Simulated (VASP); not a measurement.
Output of a VASP run:

File OUTCAR:
```
 ion  position               nearest neighbor table
   1  0.000  0.000  0.000-   2 2.90   3 2.90   4 2.90   2 2.90   3 2.90   2 2.90   4 2.90   2 2.90
                             3 2.90   4 2.90   3 2.90   4 2.90
   2  0.000  0.500  0.500-   1 2.90   3 2.90   4 2.90   1 2.90   4 2.90   1 2.90   3 2.90   1 2.90
                             3 2.90   4 2.90   4 2.90   3 2.90
   3  0.500  0.000  0.500-   1 2.90   2 2.90   4 2.90   1 2.90   4 2.90   2 2.90   4 2.90   4 2.90
                             1 2.90   2 2.90   1 2.90   2 2.90
   4  0.500  0.500  0.000-   1 2.90   2 2.90   3 2.90   2 2.90   3 2.90   1 2.90   3 2.90   3 2.90
                             1 2.90   2 2.90   2 2.90   1 2.90
  LATTYP: Found a simple cubic cell.
 ALAT       =     4.1069835801
 Subroutine PRICEL returns:
 Original cell was already a primitive cell.
 Subroutine GETGRP returns: Found 48 space group operations
The static configuration has the point symmetry O_h .
The dynamic configuration has the point symmetry O_h .
 Subroutine INISYM returns: Found 48 space group operations
 Subroutine IBZKPT returns following result:
 Found     56 irreducible k-points:

 Following reciprocal coordinates:
            Coordinates               Weight
  0.000000  0.000000  0.000000      1.000000
  0.100000  0.000000  0.000000      6.000000
  0.200000  0.000000  0.000000      6.000000
  0.300000  0.000000  0.000000      6.000000
  0.400000  0.000000  0.000000      6.000000
  0.500000  0.000000  0.000000      3.000000
  0.100000  0.100000  0.000000     12.000000
  0.200000  0.100000  0.000000     24.000000
  0.300000  0.100000  0.000000     24.000000
  0.400000  0.100000  0.000000     24.000000
  0.500000  0.100000  0.000000     12.000000
  0.200000  0.200000  0.000000     12.000000
  0.300000  0.200000  0.000000     24.000000
  0.400000  0.200000  0.000000     24.000000
  0.500000  0.200000  0.000000     12.000000
  0.300000  0.300000  0.000000     12.000000
  0.400000  0.300000  0.000000     24.000000
  0.500000  0.300000  0.000000     12.000000
  0.400000  0.400000  0.000000     12.000000
  0.500000  0.400000  0.000000     12.000000
  0.500000  0.500000  0.000000      3.000000
  0.100000  0.100000  0.100000      8.000000
  0.200000  0.100000  0.100000     24.000000
  0.300000  0.100000  0.100000     24.000000
  0.400000  0.100000  0.100000     24.000000
  0.500000  0.100000  0.100000     12.000000
  0.200000  0.200000  0.100000     24.000000
  0.300000  0.200000  0.100000     48.000000
  0.400000  0.200000  0.100000     48.000000
  0.500000  0.200000  0.100000     24.000000
  0.300000  0.300000  0.100000     24.000000
  0.400000  0.300000  0.100000     48.000000
  0.500000  0.300000  0.100000     24.000000
  0.400000  0.400000  0.100000     24.000000
  0.500000  0.400000  0.100000     24.000000
  0.500000  0.500000  0.100000      6.000000
  0.200000  0.200000  0.200000      8.000000
  0.300000  0.200000  0.200000     24.000000
  0.400000  0.200000  0.200000     24.000000
  0.500000  0.200000  0.200000     12.000000
   k-points           NKPTS =     56   k-points in BZ     NKDIM =     56   number of bands    NBANDS=     14
   number of dos      NEDOS =    301   number of ions     NIONS =      4
   total plane-waves  NPLWV =   8000
   dimension x,y,z NGX =    20 NGY =   20 NGZ =   20
   dimension x,y,z NGXF=    40 NGYF=   40 NGZF=   40
   ions per type =               1   3
   PREC   = normal    normal or accurate (medium, high low for compatibility)
   ISTART =      0    job   : 0-new  1-cont  2-samecut
   ICHARG =      2    charge: 1-file 2-atom 10-const
   ISPIN  =      1    spin polarized calculation?
   LNONCOLLINEAR =      F non collinear calculations
   LSORBIT =      F    spin-orbit coupling
   INIWAV =      1    electr: 0-lowe 1-rand  2-diag
   ENCUT  =  400.0 eV  29.40 Ry    5.42 a.u.   6.70  6.70  6.70*2*pi/ulx,y,z
   NELM   =    100;   NELMIN=  4; NELMDL= -5     # of ELM steps
   EDIFF  = 0.1E-04   stopping-criterion for ELM
   LREAL  =      F    real-space projection
   NLSPLINE    = F    spline interpolate recip. space projectors
...
```

File OSZICAR:
```
       N       E                     dE             d eps       ncg     rms          rms(c)
DAV:   1     0.997565567150E+02    0.99757E+02   -0.73640E+03  1584   0.106E+03
DAV:   2    -0.138376038252E+02   -0.11359E+03   -0.11108E+03  1610   0.340E+02
DAV:   3    -0.201792625170E+02   -0.63417E+01   -0.62083E+01  2420   0.642E+01
DAV:   4    -0.203060626502E+02   -0.12680E+00   -0.12633E+00  2214   0.101E+01
DAV:   5    -0.203090527002E+02   -0.29901E-02   -0.29891E-02  2262   0.147E+00    0.869E+00
RMM:   6    -0.191672541917E+02    0.11418E+01   -0.26750E+00  1696   0.222E+01    0.260E+00
RMM:   7    -0.194593150898E+02   -0.29206E+00   -0.49656E+00  1878   0.121E+01    0.187E+00
RMM:   8    -0.193406750523E+02    0.11864E+00   -0.25150E-01  1654   0.702E+00    0.184E+00
RMM:   9    -0.192942580257E+02    0.46417E-01   -0.37120E-01  1742   0.391E+00    0.145E+00
RMM:  10    -0.193080404125E+02   -0.13782E-01   -0.25784E-01  1858   0.397E+00    0.645E-01
RMM:  11    -0.192938665258E+02    0.14174E-01   -0.47089E-02  1686   0.289E+00    0.119E-01
RMM:  12    -0.192989026873E+02   -0.50362E-02   -0.48558E-02  1785   0.116E+00    0.361E-01
RMM:  13    -0.192958026647E+02    0.31000E-02   -0.13251E-02  1703   0.139E+00    0.690E-02
RMM:  14    -0.192959809390E+02   -0.17827E-03   -0.22031E-03  1786   0.414E-01    0.341E-02
RMM:  15    -0.192959581483E+02    0.22791E-04   -0.24890E-04  1602   0.185E-01    0.132E-02
RMM:  16    -0.192959659792E+02   -0.78309E-05   -0.73108E-05  1252   0.862E-02
   1 F= -.19295966E+02 E0= -.19296140E+02  d E =-.192960E+02
```

**OUTCAR**
```
------------------------ aborting loop because EDIFF is reached ----------------------------------------
  FORCE on cell =-STRESS in cart. coord.  units (eV):
  Direction    XX          YY          ZZ          XY          YZ          ZX
  --------------------------------------------------------------------------------------
  Total       -0.0899430     -0.0899430     -0.0899430      0.0000000      0.0000000      0.0000000
  in kB       -2.0802197     -2.0802197     -2.0802197      0.0000000      0.0000000      0.0000000
  external PRESSURE =      -2.0802197 kB  Pullay stress =       0.0000000 kB
  volume of cell :       69.27
      direct lattice vectors                 reciprocal lattice vectors
     4.106983580  0.000000000  0.000000000     0.243487703  0.000000000  0.000000000
     0.000000000  4.106983580  0.000000000     0.000000000  0.243487703  0.000000000
     0.000000000  0.000000000  4.106983580     0.000000000  0.000000000  0.243487703
 POSITION                                       TOTAL-FORCE (eV/Angst)
 -----------------------------------------------------------------------------------
      0.00000      0.00000      0.00000         0.000000      0.000000      0.000000
      0.00000      2.05349      2.05349         0.000000      0.000000      0.000000
      2.05349      0.00000      2.05349         0.000000      0.000000      0.000000
      2.05349      2.05349      0.00000         0.000000      0.000000      0.000000
 -----------------------------------------------------------------------------------
    total drift:                               -0.000000      0.000000     -0.000000
  FREE ENERGIE OF THE ION-ELECTRON SYSTEM (eV)
  ---------------------------------------------------
  free  energy   TOTEN  =       -19.2959659792 eV

  energy  without entropy=      -19.2964893023  energy(sigma->0) =      -19.29614042

 reached required accuracy - stopping structural energy minimisation
```
(Selected blocks of OUTCAR.)

POSCAR:
```
Al3Sc
1
    4.1069835801     0.0000000000     0.0000000000
    0.0000000000     4.1069835801     0.0000000000
    0.0000000000     0.0000000000     4.1069835801
Sc Al
1 3
Direct
  0.0000000000   0.0000000000   0.0000000000
  0.0000000000   0.5000000000   0.5000000000
  0.5000000000   0.0000000000   0.5000000000
  0.5000000000   0.5000000000   0.0000000000
```

Problem. Reconstruct the remaining input files.

Solution. Several could match; the one computed here: the input of the run itself, PBE GGA, plane waves, VASP's PBE PAW potentials (set 64).

INCAR:
```
# general
SYSTEM =Al3Sc
PREC   =Normal
ENCUT  =400   # plane-wave cut-off (eV)
LREAL  =.False.   # projection in real space or not
LASPH  =.True.

# electronic loop
EDIFF  =1E-5   # SCF stop (eV)
NELM   =100
NELMIN =4
ALGO   =Fast   # Davidson, then RMM-DIIS
LMAXMIX=4   # l cut-off of mixed one-centre charges

# smearing
ISMEAR =1   # Methfessel-Paxton
SIGMA  =0.1   # width (eV)

# functional
GGA    =PE   # PBE

# ions
IBRION =2   # conjugate gradients
NSW    =20
ISIF   =2   # forces and stress, cell fixed
EDIFFG =-0.03

# output
LWAVE  =.False.
LCHARG =.False.
```

KPOINTS:
```
Automatic mesh
0
Gamma
10 10 10
0 0 0
```

POTCAR, in this order: Sc_sv Al (PBE.64 set). Program: vasp_std.

The compound is Al3Sc in the L1_2 structure. It was relaxed first.
